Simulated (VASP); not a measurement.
# NaIn (space group Fd-3m): computed properties

Calculation: PBEsol GGA, VASP's PBE PAW potentials (set 64) (plane waves; VASP).

- space group: Fd-3m (227)
- cell: a = b = c = 7.3159 Å, α = β = γ = 90.00°
- volume per atom: 24.47 Å³/atom
- band gap (over mesh and band path): none (metal, semimetal or under 0.01 eV)
- band gap with spin-orbit coupling: none (metallic)
- density: 4.68 g/cm³

```xyz
4
Lattice="0.0000 3.6580 3.6580 3.6580 0.0000 3.6580 3.6580 3.6580 0.0000" Properties=species:S:1:pos:R:3 pbc="T T T"
Na     3.6580     3.6580     3.6580
Na     5.4869     5.4869     5.4869
In     0.0000     0.0000     0.0000
In     1.8290     1.8290     1.8290
```

Unless said otherwise, spin-orbit coupling is left out, though it shifts the bands of the heavy elements here.

The structure comes from a computed database's NaIn entry (Fd-3m); how it stands against other phases isn't given here. The cell was not relaxed at this level.
